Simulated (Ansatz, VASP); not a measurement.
## InO (In2O2 monolayer) in two plane-wave programs

Aim: how closely do two programs agree when they are given the same cell, functional and k mesh? Of the first pair: The structure shown is the start of the Ansatz relaxation below; VASP solves that cell, so the two are compared at the walk's first step.

Method: plane waves, with VASP 6.6.1 beside it; single point at PBE with D3(BJ), in Ansatz 0.2.0.

### 1. Set-up

The cell holds 4 atoms: 2 O and 2 In. Cell: a = 3.292 Å, b = 3.292 Å, c = 40.374 Å, α = 90.0°, β = 90.0°, γ = 120.0°. Vacuum lies along c.

### 2. Ansatz: relaxation, PBE with D3(BJ)

Ansatz runs on its PAW soft_1 files.

The two programs are compared at the cell with which this relaxation starts, whose forces are those of its first step.

Contents of input.yaml:

```yaml
crystal:
  lattice:
    - [3.2916, 0.0, 0.0]
    - [-1.6458, 2.8506092191, 0.0]
    - [0.0, 0.0, 40.3736373453]
  atoms:
    - { symbol: O, position: [0.3333333333, 0.6666666667, 0.4421201847] }
    - { symbol: In, position: [0.0, 0.0, 0.4648285343] }
    - { symbol: In, position: [0.0, 0.0, 0.5351714657] }
    - { symbol: O, position: [0.3333333333, 0.6666666667, 0.5578798153] }
  periodic: [true, true, false]
kpoints:
  mp_grid: { grid: [12, 12, 1] }
hamiltonian:
  xc: pbe
  dispersion: d3bj
  pseudopotentials: { kind: paw, azcp: { folder: soft_1 } }
scf:
  occupations: { method: fermi_dirac, width: 0.05 }
  convergence: { dr2_threshold: 1.0e-09 }
relax:
  f_tol: 0.004
  max_steps: 90
  cell: {}
output:
  write_potential: true
  write_density: true
  volumetric_format: npy
```

The run is started by

```console
$ ansatz run input.yaml --threads 2 --pin off --max-ram 3072MiB --backend cpu --events-out ev --progress --plain --runs-dir out
```

Numbers of over 12 decimals in the logs are rounded to 6 here.

The log of the run:

```text
Warning: relax.cell: scf.convergence.dr2_threshold = 1e-9 eV is looser than the 1.85773784535e-10 eV advised for a relaxation that steers and ends on the stress (1e-10 eV for each atom of the cell: 4, times the square of relax.cell.stress_2d_tol = 0.05 N/m over 14.7 Å (the atoms' height at the walk's start and 5 Å past either face), 3.407e-2 GPa, over a crystal's default 0.05). What an SCF threshold leaves in a stress goes as its square root, and in the free energy as the threshold itself, and one threshold admits the most on a small cell: [figures from the program's tests cut] Set scf.convergence.dr2_threshold to 1.85773784535e-10 eV or tighter. [rest of the remark cut]
Engine: ansatz 0.2.0, aarch64-unknown-linux-gnu
Pseudopotentials: kind: paw
Pseudopotential: O, paw, valence charge 6, recommended cutoff 420 eV (normal), soft_1/O.paw.azcp
Pseudopotential: In, paw, valence charge 13, recommended cutoff 420 eV (normal), soft_1/In.paw.azcp
Functional definition: PBE
  parameter kappa = 0.804
  parameter beta = 0.066725
  exchange = pbe_x(kappa = kappa, mu = beta*pi^2/3)
  correlation = pbe_c(beta = beta)
Crystal: 4 atoms, lattice volume = 378.828 Å³
Basis set: ecut = 420 eV, 7563 PW (Γ), exchange–correlation on 48×48×540 points (8 copies of the dense FFT grid, shifted against one another)
Bands: 23, of which v1, the nominal top of the filled ones, is band 19 counted from 1 (18 counted from 0)
Symmetry: 12 space group operations
Space group: P-6m2 (ITA 187), of the structure as read, at distance tolerance 7.2e-5 Å
k-points: 19 of 144 (time reversal used)
Non-local potential: O, projectors of the file, l = 0: 2, l = 1: 2, l = 2: 1
Non-local potential: In, projectors of the file, l = 0: 2, l = 1: 2, l = 2: 2, l = 3: 1
PAW form: soft (Blöchl's): semilocal exchange-correlation on the pseudo side does not see the compensation charge
PAW one-centre angular grid: O, 110 points (default); XC on 64 Gauss nodes
PAW one-centre angular grid: In, 590 points (default); XC on 64 Gauss nodes
Initial density: superposition of atomic densities (neutral atoms: chi_scale 0, normalization atom)
Initial wavefunctions: pseudopotential atomic-orbital guess
Functional: x = pbe(κ = 0.804, μ = 0.219515), c = pbe(β = 0.066725)
SCF iter   1: F=—  HF=-12334.443672 eV  |F-HF|=—  |Δ(HF+E_count)|=         —  Δρ=5.95e-2  dr2=1.66e1  ethr=3.10e-3  ⟨swp⟩=12.1  Hψ=3048  notcnv=0
preconditioner: auto → LDOS  [metal: Δε(μ)=0.099 eV  Ē_g=15.064 eV  σ=0.050 eV  W_gap=0.41  n_scr=22 (ndim 8)  ℏωp=11.8 eV  f_vac=0.795  D(μ)=0.30/eV (n_scr^D=4)  β→1.0]
SCF iter   2: F=—  HF=-12342.750784 eV  |F-HF|=—  |Δ(HF+E_count)|=    8.31e0  Δρ=1.25e-1  dr2=7.30e1  ethr=3.10e-3  ⟨swp⟩=7.7  Hψ=1814  notcnv=0  recentre
SCF iter   3: F=—  HF=-12330.920513 eV  |F-HF|=—  |Δ(HF+E_count)|=    1.18e1  Δρ=1.52e-2  dr2=1.98e0  ethr=3.10e-3  ⟨swp⟩=6.2  Hψ=1850  notcnv=0  defer=2
SCF iter   4: F=—  HF=-12330.511672 eV  |F-HF|=—  |Δ(HF+E_count)|=   4.09e-1  Δρ=4.40e-3  dr2=1.55e-1  ethr=3.10e-3  ⟨swp⟩=3.5  Hψ=819  notcnv=0  defer=1
SCF iter   5: F=—  HF=-12330.514037 eV  |F-HF|=—  |Δ(HF+E_count)|=   2.36e-3  Δρ=2.56e-3  dr2=5.34e-2  ethr=4.08e-4  ⟨swp⟩=4.1  Hψ=1204  notcnv=0
SCF iter   6: F=—  HF=-12330.504376 eV  |F-HF|=—  |Δ(HF+E_count)|=   9.66e-3  Δρ=1.04e-3  dr2=4.16e-3  ethr=1.41e-4  ⟨swp⟩=3.6  Hψ=1083  notcnv=0
SCF iter   7: F=—  HF=-12330.502679 eV  |F-HF|=—  |Δ(HF+E_count)|=   1.70e-3  Δρ=3.94e-4  dr2=3.58e-4  ethr=1.10e-5  ⟨swp⟩=3.2  Hψ=1082  notcnv=0
SCF iter   8: F=—  HF=-12330.502541 eV  |F-HF|=—  |Δ(HF+E_count)|=   1.39e-4  Δρ=9.83e-5  dr2=1.23e-4  ethr=9.43e-7  ⟨swp⟩=3.3  Hψ=1067  notcnv=0
SCF iter   9: F=—  HF=-12330.502517 eV  |F-HF|=—  |Δ(HF+E_count)|=   2.41e-5  Δρ=1.03e-5  dr2=8.73e-7  ethr=3.24e-7  ⟨swp⟩=3.2  Hψ=820  notcnv=0
SCF iter  10: F=—  HF=-12330.502497 eV  |F-HF|=—  |Δ(HF+E_count)|=   2.00e-5  Δρ=3.79e-6  dr2=5.15e-8  ethr=2.30e-9  ⟨swp⟩=3.5  Hψ=1080  notcnv=0
[...]
SCF 1 converged in 12 iterations: F = -12330.502497 eV  dr2 = 8.85e-10
[...]
Crystal: 4 atoms, lattice volume = 410.970 Å³
[...]
preconditioner: auto → Resta (q_TF=auto, 1.835 Å⁻¹)  ε∞=1.6  [insulator: Δε(μ)=0.442 eV  Ē_g=14.701 eV  σ=0.050 eV  W_gap=0.96  n_scr=22 (ndim 8)  ℏωp=11.3 eV  f_vac=0.811  D(μ)=0.02/eV (n_scr^D=0)  ε∞_Penn≈1.6  vacuum switching on, ρ_ref=1.6e-2 e/Å³]
SCF iter   2: F=—  HF=-12330.664065 eV  |F-HF|=—  |Δ(HF+E_count)|=   1.23e-5  Δρ=1.39e-4  dr2=6.98e-5  ethr=3.61e-7  ⟨swp⟩=2.3  Hψ=727  notcnv=0
SCF iter   3: F=—  HF=-12330.664061 eV  |F-HF|=—  |Δ(HF+E_count)|=   3.80e-6  Δρ=3.88e-5  dr2=4.70e-6  ethr=1.84e-7  ⟨swp⟩=2.9  Hψ=687  notcnv=0
SCF iter   4: F=—  HF=-12330.664061 eV  |F-HF|=—  |Δ(HF+E_count)|=   3.46e-8  Δρ=9.93e-6  dr2=2.47e-7  ethr=1.24e-8  ⟨swp⟩=3.3  Hψ=945  notcnv=0
SCF iter   5: F=—  HF=-12330.664012 eV  |F-HF|=—  |Δ(HF+E_count)|=   4.89e-5  Δρ=2.69e-6  dr2=1.89e-8  ethr=6.49e-10  ⟨swp⟩=2.8  Hψ=858  notcnv=0
SCF iter   6: F=-12330.664012 eV  HF=-12330.664012 eV  |F-HF|=3.89e-10  |Δ(HF+E_count)|=   1.28e-8  Δρ=3.83e-7  dr2=4.50e-10  ethr=2.63e-12  ⟨swp⟩=9.9  Hψ=4113  notcnv=0
SCF 7 converged in 6 iterations: F = -12330.664012 eV  dr2 = 4.50e-10
relax step   7: F+E_penalty+E_count = -12330.66401211 eV  Δ(F+E_penalty+E_count) = +2.450e-5 eV  max|allowed force component| = 4.961e-4 eV/Å  Δτ_max = 0.0024 Å  P = +0.033 N/m  Ω = 410.970 Å³  energy of the carried Pulay correction = -2.403e-4 eV  fix = [c, alpha, beta]  reactions: c +0.000 N/m  (6 SCF iters, accepted)
iter 1 solved again at ethr=1.63e-7 eV; its pass at ethr=3.10e-3 eV (dr2=6.19e-5 eV) is discarded
SCF iter   1: F=—  HF=-12330.664182 eV  |F-HF|=—  |Δ(HF+E_count)|=         —  Δρ=6.98e-6  dr2=1.75e-8  ethr=1.63e-7  ⟨swp⟩=6.2  Hψ=5344  notcnv=0
eigensolver tolerance schedule: the retry pair's looser diagonalisation over-reported the residual by 3536.71 of it (diagonalisation noise at 0.23 of the residual, at the tolerance the schedule requests for it); recorded, not acted on — ethr = c·dr2/N_el stays at c = 1.0e-1
preconditioner: auto → Resta (q_TF=auto, 1.835 Å⁻¹)  ε∞=1.6  [insulator: Δε(μ)=0.439 eV  Ē_g=14.699 eV  σ=0.050 eV  W_gap=0.96  n_scr=22 (ndim 8)  ℏωp=11.3 eV  f_vac=0.811  D(μ)=0.02/eV (n_scr^D=0)  ε∞_Penn≈1.6  vacuum switching on, ρ_ref=1.6e-2 e/Å³]
SCF iter   2: F=—  HF=-12330.664190 eV  |F-HF|=—  |Δ(HF+E_count)|=   8.01e-6  Δρ=3.46e-6  dr2=1.11e-8  ethr=4.60e-11  ⟨swp⟩=4.7  Hψ=1561  notcnv=0
SCF iter   3: F=—  HF=-12330.664207 eV  |F-HF|=—  |Δ(HF+E_count)|=   1.76e-5  Δρ=2.01e-6  dr2=4.96e-9  ethr=2.92e-11  ⟨swp⟩=3.8  Hψ=965  notcnv=0
SCF iter   4: F=-12330.664218 eV  HF=-12330.664218 eV  |F-HF|=7.35e-7  |Δ(HF+E_count)|=   1.02e-5  Δρ=3.43e-7  dr2=2.14e-10  ethr=2.63e-12  ⟨swp⟩=15.3  Hψ=4485  notcnv=0
SCF 8 converged in 4 iterations: F = -12330.664218 eV  dr2 = 2.14e-10
relax step   8: F+E_penalty+E_count = -12330.66421827 eV  Δ(F+E_penalty+E_count) = -2.062e-4 eV  max|allowed force component| = 4.568e-4 eV/Å  Δτ_max = 0.0000 Å  P = +0.034 N/m  Ω = 410.970 Å³  fix = [c, alpha, beta]  reactions: c +0.000 N/m  stress off target by 3.42e-2 N/m on what of the cell is left free  SCF on the basis re-selected at this cell (its energy is not comparable with the rows above)  (4 SCF iters)
basis re-selected at this cell: Δ(F+E_penalty+E_count) = -2.062e-4 eV, ΔP = +0.001 N/m vs the last step (what re-selecting the basis moved, of the pressure what is left beyond the Pulay correction that the steps carried, after the strain that the cell walked since its last selection, with what the two solves' SCF thresholds leave and, on support functions, any second-order correction that the steps lacked; it is no m [...]
WARN: The output density's exchange-correlation potential varies sharply where the density is thin. Do not read a vacuum level from v_tot or v_xc, or from such a field of the output density. On a cell that repeats whose density bears no net charge and no dipole along the vacuum's axis use v_es (v_loc + v_h of the components); under efield.dipole_correction with no amplitude use v_es + v_field, which holds any externa [...]
SCF converged after 4 iterations
Free energy (F): -12330.664218 eV
Harris-Foulkes:  -12330.664218 eV  (|F-HF|=7.35e-7)
Internal energy: -12330.663914 eV  (E = F + TS)
E sigma→0 (E₀):  -12330.664066 eV
Entropy (-TS):   -0.000304 eV (-0.076 meV/atom)
Fermi energy:    -6.224485 eV
--- Per-component energies (eV) ---
  E_band       = -621.287326
  E_kinetic    = 772.311015
  E_local      = -106302.504770  (includes V_loc(G=0)·N_el)
  E_nonlocal   = 760.835114
  E_hartree    = 52575.342249
  E_xc         = -426.525706
  E_vxc        = -358.343476  (∫ρ·V_xc dr)
  E_paw        = -8746.607429  (= ΣΔE_a)
  E_vpaw       = -644.273053  (= ΣTr[D̂ρ^β])
  E_aug_tail   = 0.001623  (compensation charges beyond the density's cutoff)
  E_ewald      = 49037.057556
  E_disp       = -0.573566  (pairwise vdW)
  E_smearing   = -0.000304  (= −TS)
  E_closure    = 0.000000  (closes the sum)
  Σ components = -12330.664218   (vs F -12330.664218, Δ=0.00e0)
--- Forces (eV/Å), atoms counted from 1 ---
  atom   1  O      0.00000000    -0.00000000     0.00044064
  atom   2  In     0.00000000    -0.00000000     0.00045680
  atom   3  In     0.00000000    -0.00000000    -0.00045680
  atom   4  O      0.00000000    -0.00000000    -0.00044064
  max |Σ_I F_I| component: 1.02e-16 eV/Å
--- 2D stress c σ (N/m, compression-positive) ---
        0.034224      -0.000000       0.000000
       -0.000000       0.034224       0.000000
        0.000000       0.000000       0.000000
  P = ½ c Tr σ = 0.0342 N/m
--- Band table (eV; the first three rows and the last of 19) ---
  k-point 0: bands = [... 15 lower, -8.1960, -8.1632, -8.1632, -7.2321, -6.0592, -3.1466, -0.4365, -0.1865]
  k-point 1: bands = [... 15 lower, -8.4071, -8.2574, -8.2199, -7.1230, -5.7220, -2.9222, -0.3444, -0.0677]
  k-point 2: bands = [... 15 lower, -8.6944, -8.4247, -8.3741, -6.9567, -5.0106, -2.3810, -0.0794, 0.2807]
  k-point 18: bands = [... 15 lower, -10.1900, -8.6221, -8.3477, -6.4985, -3.1804, -2.0274, -1.3766, 0.0404]
  the weakly bound empty levels are not read free of the cell's end (no_gap_told)
--- Relaxed structure (6 steps of the walk, 5 accepted, 2 SCFs on fresh bases) ---
  F+E_penalty+E_count = -12330.66421827 eV   max|allowed force component| = 4.568e-4 eV/Å   (the final SCF, on the basis selected at the relaxed cell)
  cell:  # Å, volume = 410.9705 Å³
    - [3.428397, 0, 0.0]
    - [-1.714198, 2.969079, 0.0]
    - [0.0, 0.0, 40.3736373453]
  atoms:
    - { symbol: O, position: [0.333333, 0.666667, 0.445059] }
    - { symbol: In, position: [0, -3.700743415524894e-17, 0.464845] }
    - { symbol: In, position: [0, -3.700743415524894e-17, 0.535155] }
    - { symbol: O, position: [0.333333, 0.666667, 0.554941] }
```

### 3. VASP: single point, PBE with D3(BJ), start cell, pair 1

The same cell, functional, mesh and smearing now go to VASP, with its own data sets.

Lines of VASP's logs that name or quote its potential files are left out, and so is its time.

Contents of INCAR:

```
SYSTEM = InO
PREC = Accurate
ENCUT = 520
EDIFF = 1E-06
NELM = 120
ISMEAR = -1
SIGMA = 0.05
LREAL = .FALSE.
ALGO = Normal
GGA = PE
IVDW = 12
NBANDS = 25
LORBIT = 11
LWAVE = .FALSE.
LCHARG = .FALSE.
ISIF = 2
LDIPOL = .TRUE.
IDIPOL = 3
DIPOL = 0.5 0.5 0.5
LVHAR = .TRUE.
LASPH = .TRUE.
GGA_COMPAT = .FALSE.
EFERMI = MIDGAP
NELMDL = -8
```

Contents of POSCAR:

```
InO
1.0
    3.2916000000      0.0000000000      0.0000000000
   -1.6458000000      2.8506090000      0.0000000000
    0.0000000000      0.0000000000     40.3736370000
O In
2 2
Direct
    0.3333333333      0.6666666667      0.4421201885
    0.3333333333      0.6666666667      0.5578798115
    1.0000000000      0.0000000000      0.4648285340
    1.0000000000      0.0000000000      0.5351714660
```

Contents of KPOINTS:

```
Automatic mesh
0
Gamma
12 12 1
0 0 0
```

Potentials, in the order of the species: O and In_d (PBE family, release 64).

The run is started by

```console
$ mpirun -np 1 vasp_std
```

The log of the run:

```text
[banner, memory and clock lines left out]
running    1 mpi-ranks, on    1 nodes
 distrk:  each k-point on    1 cores,    1 groups
 distr:  one band on    1 cores,    1 groups

 POSCAR found type information on POSCAR O In
 POSCAR found :  2 types and       4 ions
 LDA part: xc-table for (Slater+PW92), standard interpolation
 POSCAR, INCAR and KPOINTS ok, starting setup
 FFT: planning ... GRIDC
 FFT: planning ... GRID_SOFT
 FFT: planning ... GRID
 WAVECAR not read
 entering main loop
       N       E                     dE             d eps       ncg     rms          rms(c)
DAV:   1     0.354166248716E+03    0.35417E+03   -0.16100E+04  1102   0.122E+03
DAV:   2     0.364251253723E+02   -0.31774E+03   -0.31094E+03  1193   0.316E+02
DAV:   3    -0.214571008983E+02   -0.57882E+02   -0.57240E+02  1281   0.155E+02
DAV:   4    -0.231522679841E+02   -0.16952E+01   -0.16921E+01  1153   0.330E+01
DAV:   5    -0.231946535968E+02   -0.42386E-01   -0.42371E-01  1258   0.496E+00
DAV:   6    -0.231970175768E+02   -0.23640E-02   -0.23639E-02  1397   0.111E+00
DAV:   7    -0.231970861098E+02   -0.68533E-04   -0.68533E-04  1353   0.162E-01
DAV:   8    -0.231970873487E+02   -0.12389E-05   -0.12389E-05  1344   0.248E-02    0.137E+01
DAV:   9    -0.193756515919E+02    0.38214E+01   -0.20408E+01  1539   0.534E+01    0.141E+01
DAV:  10    -0.193085625813E+02    0.67089E-01   -0.21286E+00  1179   0.107E+01    0.454E+00
DAV:  11    -0.192232089452E+02    0.85354E-01   -0.54856E-01  1473   0.569E+00    0.177E+00
DAV:  12    -0.192070644379E+02    0.16145E-01   -0.83082E-02  1462   0.333E+00    0.852E-01
DAV:  13    -0.192036944995E+02    0.33699E-02   -0.26434E-02  1569   0.173E+00    0.469E-01
DAV:  14    -0.192040149028E+02   -0.32040E-03   -0.29180E-03  1219   0.424E-01    0.364E-01
[...]
DAV:  20    -0.192042099748E+02   -0.29019E-04   -0.28258E-06  1091   0.162E-02    0.755E-03
DAV:  21    -0.192042378780E+02   -0.27903E-04   -0.26470E-06   851   0.149E-02    0.222E-03
DAV:  22    -0.192042454028E+02   -0.75248E-05   -0.37085E-07   935   0.546E-03    0.149E-03
DAV:  23    -0.192042576079E+02   -0.12205E-04   -0.38106E-07   763   0.426E-03    0.124E-03
DAV:  24    -0.192042659802E+02   -0.83723E-05   -0.35876E-07   812   0.398E-03    0.415E-04
DAV:  25    -0.192042674997E+02   -0.15195E-05   -0.53326E-08   933   0.207E-03    0.238E-04
DAV:  26    -0.192042690817E+02   -0.15820E-05   -0.53801E-08   810   0.145E-03    0.409E-04
DAV:  27    -0.192042695406E+02   -0.45891E-06   -0.11804E-08   842   0.867E-04
   1 F= -.19820821E+02 E0= -.19820813E+02  d E =-.156641E-04
```

Parts of OUTCAR (step 3):

```text
ion  position               nearest neighbor table
   1  0.333  0.667  0.442-   3 2.11   3 2.11   3 2.11
   2  0.333  0.667  0.558-   4 2.11   4 2.11   4 2.11
   3  0.000  0.000  0.465-   1 2.11   1 2.11   1 2.11   4 2.84
   4  0.000  0.000  0.535-   2 2.11   2 2.11   2 2.11   3 2.84

  LATTYP: Found a hexagonal cell.
 ALAT       =     3.2916000000
 C/A-ratio  =    12.2656571272

 Subroutine GETGRP returns: Found 12 space group operations
 (whereof 12 operations were pure point group operations)

The static configuration has the point symmetry D_3h.

 Found     19 irreducible k-points:

   k-points           NKPTS =     19   k-points in BZ     NKDIM =     19   number of bands    NBANDS=     25

   dimension x,y,z NGX =    24 NGY =   24 NGZ =  300
   dimension x,y,z NGXF=    48 NGYF=   48 NGZF=  600

   ENCUT  =  520.0 eV  38.22 Ry    6.18 a.u.   6.12  6.12 75.07*2*pi/ulx,y,z

   NELECT =      38.0000    total number of electrons

 k-points in reciprocal lattice and weights: Automatic mesh
   0.00000000  0.00000000  0.00000000       0.007
   0.08333333  0.00000000  0.00000000       0.042
   0.16666667  0.00000000  0.00000000       0.042
   0.25000000  0.00000000  0.00000000       0.042
   0.33333333  0.00000000  0.00000000       0.042
   0.41666667 -0.00000000  0.00000000       0.042
   0.50000000  0.00000000  0.00000000       0.021
   0.08333333  0.08333333  0.00000000       0.042
   0.16666667  0.08333333  0.00000000       0.083
[...]
0.33333333  0.25000000  0.00000000       0.083
   0.33333333  0.33333333  0.00000000       0.014

 dipolmoment           0.000000      0.000000     -0.000000 electrons x Angstroem

 average (electrostatic) potential at core
       1 -79.3212       2 -79.3212       3-104.8488       4-104.8488

 E-fermi :  -4.5350

 k-point     1 :       0.0000    0.0000    0.0000
  band No.  band energies     occupation
    ...
     15      -6.3537      2.00000
     16      -6.3537      2.00000
     17      -6.3253      2.00000
     18      -6.3253      2.00000
     19      -5.7104      2.00000
     20      -4.2002      0.00247
     21      -1.1879      0.00000
     22       1.6637      0.00000
     23       1.9680      0.00000
     24       2.1721      0.00000
    ...

 k-point     2 :       0.0833    0.0000    0.0000
  band No.  band energies     occupation
    ...
     15      -6.6307      2.00000
     16      -6.5886      2.00000
     17      -6.4120      2.00000
     18      -6.3797      2.00000
     19      -5.6447      2.00000
     20      -3.9023      0.00001
     21      -0.8982      0.00000
     22       1.7696      0.00000
     23       2.0929      0.00000
     24       2.2997      0.00000
    ...

 k-point     3 :       0.1667    0.0000    0.0000
  band No.  band energies     occupation
    ...
     15      -7.2270      2.00000
     16      -7.0243      2.00000
     17      -6.5724      2.00000
     18      -6.5288      2.00000
     19      -5.5320      2.00000
     20      -3.2665      0.00000
     21      -0.2091      0.00000
     22       2.0730      0.00000
     23       2.4267      0.00000
     24       2.6349      0.00000
    ...

 Edisp (eV)   -0.61655

  Total       3.51132     3.51132    -0.59088     0.00000     0.00000    -0.00000
  in kB      14.85040    14.85040    -2.49901     0.00000     0.00000    -0.00000
  external pressure =        9.07 kB  Pullay stress =        0.00 kB

  energy-cutoff  :      520.00
  volume of cell :      378.83
      direct lattice vectors                 reciprocal lattice vectors
     3.291600000  0.000000000  0.000000000     0.303803621  0.175401116  0.000000000
    -1.645800000  2.850609000  0.000000000     0.000000000  0.350802232  0.000000000
     0.000000000  0.000000000 40.373637000     0.000000000  0.000000000  0.024768638

 POSITION                                       TOTAL-FORCE (eV/Angst)
 -----------------------------------------------------------------------------------
     -0.00000      1.90041     17.85000         0.000000     -0.000000      0.195918
     -0.00000      1.90041     22.52364        -0.000000     -0.000000     -0.195918
      0.00000      0.00000     18.76682         0.000000      0.000000     -0.137685
      0.00000      0.00000     21.60682         0.000000      0.000000      0.137685
 -----------------------------------------------------------------------------------
    total drift:                                0.000001      0.000009     -0.000000

  FREE ENERGIE OF THE ION-ELECTRON SYSTEM (eV)
  ---------------------------------------------------
  free  energy   TOTEN  =       -19.8208205434 eV

  energy  without entropy=      -19.8208048794  energy(sigma->0) =      -19.82081271

 vacuum level on the upper side and lower side of the slab         2.152         2.152

 total charge
# of ion       s       p       d       tot
------------------------------------------
    1        1.577   3.385   0.000   4.962
    2        1.577   3.385   0.000   4.962
    3        0.792   0.706   9.972  11.471
    4        0.792   0.706   9.972  11.471
--------------------------------------------------
tot          4.739   8.182  19.945  32.865

[... 3 further parts left out ...]
```

(Continued in part 2 of 2.)

[Lines on the potential files, build, host, timing and source positions are cut from VASP's logs without a mark.]

[Logs are printed without paths, hosts, clocks, repeated set-up lines and the standing remarks that a program may print on its own settings, such as how far it seeks lower states.]

[Hosts, paths, dates, database ids (printed as entryN), source tags and the programs' standing remarks are cut or masked in the printed files.]
